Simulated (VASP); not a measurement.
Consider the following.

```
NiO
1.0
    0.00000     2.05200     2.05200
    2.05200     0.00000     2.05200
    2.05200     2.05200     0.00000
Ni O
1 1
Cartesian
  0.00000   0.00000   0.00000
  2.05200   2.05200   2.05200
```
Starting moments (μB, in the order of the record's atoms Ni O): 0.8 0.1.

Method: PBEsol GGA, VASP's PBE PAW potentials (set 64) (plane waves; VASP). Run with 520 eV cut-off, Gaussian smearing of 0.050 eV, potentials Ni O.

The moments were started parallel, and other spin orders were not tried in this run.

Problem. Predict the cell moment, band gap (along the path) with the smallest direct gap where there is one.

Solution. 
```yaml
band gap (along the path): none (metal, semimetal or under 0.01 eV)
cell_moment: 1.22 μB
```

The structure was generated: NiO was put into the rock salt type (Fm-3m), which need not be its known phase. The cell was not relaxed at this level.
